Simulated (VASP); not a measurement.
# CuO (Tenorite): convergence with the k-mesh and smearing

A convergence test on CuO (Tenorite): the k-mesh and smearing. The series runs use PBEsol. The k-mesh tried: 2 2 2; 3 3 2; 4 4 3; 6 6 3; 7 7 4; 10 10 5; 12 12 7; 15 15 8. The smearing tried: ISMEAR = -1, SIGMA = 0.01; ISMEAR = -1, SIGMA = 0.05; ISMEAR = -1, SIGMA = 0.1; ISMEAR = -1, SIGMA = 0.2; ISMEAR = -1, SIGMA = 0.5; ISMEAR = 2, SIGMA = 0.01; ISMEAR = 2, SIGMA = 0.05; ISMEAR = 2, SIGMA = 0.1; ISMEAR = 2, SIGMA = 0.2; ISMEAR = 2, SIGMA = 0.5; ISMEAR = -5. The start is a cell from a database of measured crystal structures.

Main program and level: VASP 6.6.1; PBEsol, no spin polarisation; plane waves and PAW (Cu, O).

Most raw output is cut from this account.

### 1. Set-up

Symmetry: Cc, No. 9, monoclinic system. Conventional cell: a = 4.689 Å, b = 3.427 Å, c = 5.132 Å, α = 90.00°, β = 99.65°, γ = 90.00°. Cu has 4 O at 1.91 to 2.02 Å nearest. Nearest to O lie 4 Cu at 1.91 to 2.02 Å. Farther neighbours and most contacts between anions are not listed.

### 2. K-mesh: 2 2 2

The sum over the zone converges with the mesh, fast for insulators and slowly for metals. PBEsol restores the gradient expansion of exchange and is tuned for the cells of solids.

File INCAR:

```
SYSTEM = CuO
PREC = Accurate
ENCUT = 520
EDIFF = 1E-06
NELM = 100
ISMEAR = -1
SIGMA = 0.05
LREAL = .FALSE.
ALGO = Normal
GGA = PS
NBANDS = 23
LASPH = .TRUE.
LORBIT = 11
LWAVE = .FALSE.
LCHARG = .FALSE.
NCORE = 4
ISIF = 2
```

File POSCAR:

```
CuO
1.0
    2.3446500000     -1.7134000000      0.0000000000
    2.3446500000      1.7134000000      0.0000000000
   -0.8605543552      0.0000000000      5.0594363927
Cu O
2 2
Direct
    0.0032000000      0.4968000000      0.0000000000
    0.4968000000      0.0032000000      0.5000000000
    0.5714000000      0.4056000000      0.2537000000
    0.4056000000      0.5714000000      0.7537000000
```

File KPOINTS:

```
Automatic mesh
0
Gamma
2 2 2
0 0 0
```

PAW data sets: Cu and O (PBE family, release 64).

Launch:

```
mpirun -np 4 vasp_std
```

Wall time 6.4 s (4 MPI ranks of Intel Xeon Platinum 8488C (Sapphire Rapids), shared host); peak memory 0.42 GiB.

This run has no spin polarisation, although Cu can carry a moment. The PAW data sets were made with PBE, which is usual practice but a small mismatch for other functionals. Oxides and halides of Cu are often magnetic insulators, and a metal at this level, without U or exact exchange, may be an artefact.

This step gave:

```
electronic steps        : 14
electrons               : 34
bands                   : 23
irreducible k points    : 6
symmetry operations     : 2
free energy (TOTEN)     : -20.64 eV
energy at zero smearing : -20.62 eV
Fermi energy            : 5.848 eV
pressure                : 1.702 GPa
metallic                : yes
```

The series starts at -5.1558 eV an atom and 1.70 GPa, after 14 cycles in 6.4 s.

### 3. K-mesh: 3 3 2

Changes to INCAR since step 2:

```diff
@@ -15,3 +15,4 @@
 LCHARG = .FALSE.
-NCORE = 4
+KPAR = 2
+NCORE = 2
 ISIF = 2
```

POSCAR is that of step 2.

File KPOINTS:

```
Automatic mesh
0
Gamma
3 3 2
0 0 0
```

Launch:

```
mpirun -np 4 vasp_std
```

The job ended after 7.6 s (4 MPI ranks; peak memory 0.54 GiB).

Against the run before the energy moves by -185.94 meV an atom and the pressure by -3.96 GPa, after 15 cycles in 7.6 s.

### 4. K-mesh: 4 4 3

Changes to INCAR since step 3:

```diff
@@ -15,4 +15,3 @@
 LCHARG = .FALSE.
-KPAR = 2
-NCORE = 2
+KPAR = 4
 ISIF = 2
```

POSCAR is that of step 3.

File KPOINTS:

```
Automatic mesh
0
Gamma
4 4 3
0 0 0
```

Launch:

```
mpirun -np 4 vasp_std
```

It took 9 s on 4 MPI ranks; peak memory 0.59 GiB.

Against the run before the energy moves by +12.95 meV an atom and the pressure by +0.21 GPa, after 14 cycles in 9 s.

### 5. K-mesh: 6 6 3

INCAR is that of step 4.

POSCAR is that of step 4.

File KPOINTS:

```
Automatic mesh
0
Gamma
6 6 3
0 0 0
```

Launch:

```
mpirun -np 4 vasp_std
```

The job ended after 11 s (4 MPI ranks; peak memory 0.64 GiB; 25 s of CPU time).

Against the run before the energy moves by +9.62 meV an atom and the pressure by +0.05 GPa, after 14 cycles in 11 s.

### 6. K-mesh: 7 7 4

INCAR is that of step 5.

POSCAR is that of step 5.

File KPOINTS:

```
Automatic mesh
0
Gamma
7 7 4
0 0 0
```

Launch:

```
mpirun -np 4 vasp_std
```

The job ended after 12 s (4 MPI ranks; peak memory 0.7 GiB; 35 s of CPU time).

Against the run before the energy moves by -5.03 meV an atom and the pressure by -0.05 GPa, after 14 cycles in 12 s.

### 7. K-mesh: 10 10 5

INCAR is that of step 6.

POSCAR is that of step 6.

File KPOINTS:

```
Automatic mesh
0
Gamma
10 10 5
0 0 0
```

Launch:

```
mpirun -np 4 vasp_std
```

Elapsed: 22 s, on 4 MPI ranks; peak memory 0.93 GiB; 71 s of CPU time.

Against the run before the energy moves by +0.46 meV an atom and the pressure by -0.02 GPa, after 14 cycles in 22 s.

### 8. K-mesh: 12 12 7

INCAR is that of step 7.

POSCAR is that of step 7.

File KPOINTS:

```
Automatic mesh
0
Gamma
12 12 7
0 0 0
```

Launch:

```
mpirun -np 4 vasp_std
```

Elapsed: 36 s, on 4 MPI ranks; peak memory 1.3 GiB.

Against the run before the energy moves by -0.55 meV an atom and the pressure by +0.01 GPa, after 14 cycles in 36 s.

### 9. K-mesh: 15 15 8

INCAR is that of step 8.

POSCAR is that of step 8.

File KPOINTS:

```
Automatic mesh
0
Gamma
15 15 8
0 0 0
```

Launch:

```
mpirun -np 4 vasp_std
```

Elapsed: 60 s, on 4 MPI ranks; peak memory 1.9 GiB.

Against the run before the energy moves by +0.15 meV an atom and the pressure by +0.01 GPa, after 14 cycles in 60 s.

### 10. The k-mesh series as a table

This step: convergence of PBEsol results with the mesh; plane waves and PAW (VASP 6.6.1).

Derived from the runs above.

Differences are taken from the run with 15 15 8. Results of the series, by row:

| setting | status | energy less the reference (meV/atom) | pressure (GPa) | largest force difference (meV/Å) | SCF cycles | wall time (s) |
| --- | --- | --- | --- | --- | --- | --- |
| 2 2 2 | converged | 168.3 | 1.702 | 205 | 14 | 6.4 |
| 3 3 2 | converged | -17.6 | -2.253 | 149 | 15 | 7.6 |
| 4 4 3 | converged | -4.653 | -2.041 | 14.92 | 14 | 9 |
| 6 6 3 | converged | 4.966 | -1.994 | 25.5 | 14 | 10.8 |
| 7 7 4 | converged | -0.05942 | -2.046 | 17.33 | 14 | 11.6 |
| 10 10 5 | converged | 0.4032 | -2.068 | 4.18 | 14 | 22 |
| 12 12 7 | converged | -0.1483 | -2.063 | 2.603 | 14 | 36 |
| 15 15 8 | converged | 0 | -2.057 | 0 | 14 | 60 |

### 11. Smearing: ISMEAR = -1, SIGMA = 0.01

This step: PBEsol, no spin polarisation; plane waves and PAW (Cu, O) (VASP 6.6.1).

Smearing steadies the sum over the Fermi surface at the price of an entropy term.

Changes to INCAR since step 9:

```diff
@@ -6,3 +6,3 @@
 ISMEAR = -1
-SIGMA = 0.05
+SIGMA = 0.01
 LREAL = .FALSE.
```

POSCAR is that of step 9.

File KPOINTS:

```
Automatic mesh
0
Gamma
8 8 5
0 0 0
```

Launch:

```
mpirun -np 4 vasp_std
```

Run time: 16 s. Hardware: 4 MPI ranks; peak memory 0.79 GiB.

The k-mesh is coarse for a metal.

Numbers from this step:

| Quantity | Value |
| --- | --- |
| irreducible k points | 93 |
| free energy (TOTEN) | -21.30 eV |
| Fermi energy | 5.487 eV |
| pressure | -2.047 GPa |

The series starts at -5.3241 eV an atom and -2.05 GPa, after 14 cycles in 16 s. The entropy term T·S comes to 0.11 meV an atom in size.

### 12. Smearing: ISMEAR = -1, SIGMA = 0.05

Changes to INCAR since step 11:

```diff
@@ -6,3 +6,3 @@
 ISMEAR = -1
-SIGMA = 0.01
+SIGMA = 0.05
 LREAL = .FALSE.
```

POSCAR is that of step 11.

KPOINTS is that of step 11.

Launch:

```
mpirun -np 4 vasp_std
```

It took 16 s on 4 MPI ranks; peak memory 0.8 GiB; 50 s of CPU time.

Against the run before the energy at zero width moves by +0.26 meV an atom while the pressure stays within 0.01 GPa, after 14 cycles in 16 s. The entropy term T·S comes to 4.28 meV an atom in size.

### 13. Smearing: ISMEAR = -1, SIGMA = 0.1

Changes to INCAR since step 12:

```diff
@@ -6,3 +6,3 @@
 ISMEAR = -1
-SIGMA = 0.05
+SIGMA = 0.1
 LREAL = .FALSE.
```

POSCAR is that of step 12.

KPOINTS is that of step 12.

Launch:

```
mpirun -np 4 vasp_std
```

Elapsed: 15 s, on 4 MPI ranks; peak memory 0.8 GiB.

Against the run before the energy at zero width moves by +0.27 meV an atom and the pressure by +0.06 GPa, after 14 cycles in 15 s. The entropy term T·S comes to 18.27 meV an atom in size.

### 14. Smearing: ISMEAR = -1, SIGMA = 0.2

Changes to INCAR since step 13:

```diff
@@ -6,3 +6,3 @@
 ISMEAR = -1
-SIGMA = 0.1
+SIGMA = 0.2
 LREAL = .FALSE.
```

POSCAR is that of step 13.

KPOINTS is that of step 13.

Launch:

```
mpirun -np 4 vasp_std
```

The job ended after 16 s (4 MPI ranks; peak memory 0.79 GiB).

Against the run before the energy at zero width moves by -0.64 meV an atom and the pressure by +0.30 GPa, after 14 cycles in 16 s. The entropy term T·S comes to 71.52 meV an atom in size.

### 15. Smearing: ISMEAR = -1, SIGMA = 0.5

Changes to INCAR since step 14:

```diff
@@ -6,3 +6,3 @@
 ISMEAR = -1
-SIGMA = 0.2
+SIGMA = 0.5
 LREAL = .FALSE.
```

POSCAR is that of step 14.

KPOINTS is that of step 14.

Launch:

```
mpirun -np 4 vasp_std
```

The job ended after 17 s (4 MPI ranks; peak memory 0.8 GiB).

Against the run before the energy at zero width moves by -5.24 meV an atom and the pressure by +3.02 GPa, after 15 cycles in 17 s. The entropy term T·S comes to 421.64 meV an atom in size.

### 16. Smearing: ISMEAR = 2, SIGMA = 0.01

Changes to INCAR since step 15:

```diff
@@ -5,4 +5,4 @@
 NELM = 100
-ISMEAR = -1
-SIGMA = 0.5
+ISMEAR = 2
+SIGMA = 0.01
 LREAL = .FALSE.
```

POSCAR is that of step 15.

KPOINTS is that of step 15.

Launch:

```
mpirun -np 4 vasp_std
```

The job ended after 16 s (4 MPI ranks; peak memory 0.8 GiB).

Against the first of the series the energy at zero width moves by +0.01 meV an atom and the pressure by +0.01 GPa, after 14 cycles in 16 s. The entropy term T·S comes to 0.00 meV an atom in size.

### 17. Smearing: ISMEAR = 2, SIGMA = 0.05

Changes to INCAR since step 16:

```diff
@@ -6,3 +6,3 @@
 ISMEAR = 2
-SIGMA = 0.01
+SIGMA = 0.05
 LREAL = .FALSE.
```

POSCAR is that of step 16.

KPOINTS is that of step 16.

Launch:

```
mpirun -np 4 vasp_std
```

Wall time 15 s (4 MPI ranks); peak memory 0.79 GiB; 48 s of CPU time.

Against the run before the energy at zero width moves by -0.01 meV an atom and the pressure by -0.01 GPa, after 14 cycles in 15 s. The entropy term T·S comes to 0.05 meV an atom in size.

### 18. Smearing: ISMEAR = 2, SIGMA = 0.1

Changes to INCAR since step 17:

```diff
@@ -6,3 +6,3 @@
 ISMEAR = 2
-SIGMA = 0.05
+SIGMA = 0.1
 LREAL = .FALSE.
```

POSCAR is that of step 17.

KPOINTS is that of step 17.

Launch:

```
mpirun -np 4 vasp_std
```

Run time: 16 s. Hardware: 4 MPI ranks; peak memory 0.8 GiB; 49 s of CPU time.

Against the run before the energy at zero width moves by +0.05 meV an atom while the pressure stays within 0.01 GPa, after 14 cycles in 16 s. The entropy term T·S comes to 0.32 meV an atom in size.

### 19. Smearing: ISMEAR = 2, SIGMA = 0.2

Changes to INCAR since step 18:

```diff
@@ -6,3 +6,3 @@
 ISMEAR = 2
-SIGMA = 0.1
+SIGMA = 0.2
 LREAL = .FALSE.
```

POSCAR is that of step 18.

KPOINTS is that of step 18.

Launch:

```
mpirun -np 4 vasp_std
```

The job ended after 16 s (4 MPI ranks; peak memory 0.8 GiB).

Against the run before the energy at zero width moves by +0.25 meV an atom and the pressure by -0.02 GPa, after 14 cycles in 16 s. The entropy term T·S comes to 0.32 meV an atom in size.

### 20. Smearing: ISMEAR = 2, SIGMA = 0.5

Changes to INCAR since step 19:

```diff
@@ -6,3 +6,3 @@
 ISMEAR = 2
-SIGMA = 0.2
+SIGMA = 0.5
 LREAL = .FALSE.
```

POSCAR is that of step 19.

KPOINTS is that of step 19.

Launch:

```
mpirun -np 4 vasp_std
```

Elapsed: 19 s, on 4 MPI ranks; peak memory 0.82 GiB.

Against the run before the energy at zero width moves by +0.39 meV an atom and the pressure by -0.04 GPa, after 14 cycles in 19 s. The entropy term T·S comes to 2.52 meV an atom in size.

### 21. Smearing: ISMEAR = -5

Changes to INCAR since step 20:

```diff
@@ -5,4 +5,4 @@
 NELM = 100
-ISMEAR = 2
-SIGMA = 0.5
+ISMEAR = -5
+SIGMA = 0.05
 LREAL = .FALSE.
```

POSCAR is that of step 20.

KPOINTS is that of step 20.

Launch:

```
mpirun -np 4 vasp_std
```

Elapsed: 21 s, on 4 MPI ranks; peak memory 0.81 GiB.

With tetrahedra the forces and stress of a metal are not exact derivatives of the energy.

Against the first of the series the energy at zero width moves by +0.53 meV an atom and the pressure by -0.01 GPa, after 16 cycles in 21 s.

### 22. The smearing series as a table

This step: convergence of PBEsol results with the smearing; plane waves and PAW (VASP 6.6.1).

No new run; the numbers come from the runs before.

One cell and one 8×8×5 mesh. Free energy against width, by row:

| Fermi-Dirac width σ (eV) | free energy less that at the narrowest width (meV/atom) |
| --- | --- |
| 0.01 | 0 |
| 0.05 | -1.83 |
| 0.1 | -8.55 |
| 0.2 | -35.82 |
| 0.5 | -216.1 |

Differences are taken from the run with ISMEAR = -1, SIGMA = 0.01. Results of the series, by row:

| setting | status | energy less the reference (meV/atom) | pressure (GPa) | largest force difference (meV/Å) | SCF cycles | wall time (s) |
| --- | --- | --- | --- | --- | --- | --- |
| ISMEAR = -1, SIGMA = 0.01 | converged | 0 | -2.047 | 0 | 14 | 15.8 |
| ISMEAR = -1, SIGMA = 0.05 | converged | 0.258 | -2.045 | 4.551 | 14 | 15.8 |
| ISMEAR = -1, SIGMA = 0.1 | converged | 0.5235 | -1.986 | 9.62 | 14 | 14.8 |
| ISMEAR = -1, SIGMA = 0.2 | converged | -0.1207 | -1.682 | 18.06 | 14 | 15.8 |
| ISMEAR = -1, SIGMA = 0.5 | converged | -5.361 | 1.342 | 186.1 | 15 | 17 |
| ISMEAR = 2, SIGMA = 0.01 | converged | 0.007332 | -2.035 | 2.829 | 14 | 15.6 |
| ISMEAR = 2, SIGMA = 0.05 | converged | -0.004135 | -2.047 | 0.377 | 14 | 15 |
| ISMEAR = 2, SIGMA = 0.1 | converged | 0.04826 | -2.048 | 2.327 | 14 | 16.2 |
| ISMEAR = 2, SIGMA = 0.2 | converged | 0.2987 | -2.067 | 4.708 | 14 | 16.4 |
| ISMEAR = 2, SIGMA = 0.5 | converged | 0.6841 | -2.111 | 10.79 | 14 | 19 |
| ISMEAR = -5 | converged | 0.5253 | -2.055 | 16.02 | 16 | 21 |

### 23. Summary of results

```json
{"k-mesh from which the energy stays within 10 meV/atom of the reference": "4 4 3", "k-mesh from which the energy stays within 1 meV/atom of the reference": "7 7 4", "k-mesh from which the pressure stays within 0.2 GPa of the reference": "3 3 2", "spread of the pressure over the k-mesh": "3.96 GPa", "spread of the energy over the k-mesh": "186 meV/atom", "spread of the pressure over the smearing": "3.45 GPa", "spread of the energy over the smearing": "6.05 meV/atom"}
```

**Reading.** From 7 7 4 on, the energy stays within 1 meV an atom of the reference, at 19 % of its time. The pressure holds within 0.2 GPa from 3 3 2 on. The energy swings above and below the reference, since the sum over k-points is not variational. A metal's Fermi surface slows this convergence. The usual rule keeps the entropy term T·S under 1 meV an atom, which holds up to a width of 0.01 eV for Fermi-Dirac and 0.2 eV for second-order Methfessel-Paxton. That rule is made for Methfessel-Paxton; with the other schemes the zero-width estimate is the energy to use. Farthest in energy from the narrowest smearing lies ISMEAR = -1, SIGMA = 0.5 (-5.4 meV an atom, +3.39 GPa, 186.1 meV/Å in forces). On a fixed mesh a narrow width is not the exact answer for a metal: it samples the Fermi surface more noisily. Differences are taken from the run with 15 15 8, which is itself not the exact limit. The run at 2 2 2 is over 30 meV an atom or 2 GPa off and describes the material poorly.

[Lines on the potential files, build, host, timing and source positions are cut from VASP's logs without a mark.]

[Logs are printed without paths, hosts, clocks, repeated set-up lines and the standing remarks that a program may print on its own settings, such as how far it seeks lower states.]

[Hosts, paths, dates, database ids (printed as entryN), source tags and the programs' standing remarks are cut or masked in the printed files.]

[A measured line is paired with the nearest computed mode of its activity, which favours agreement.]
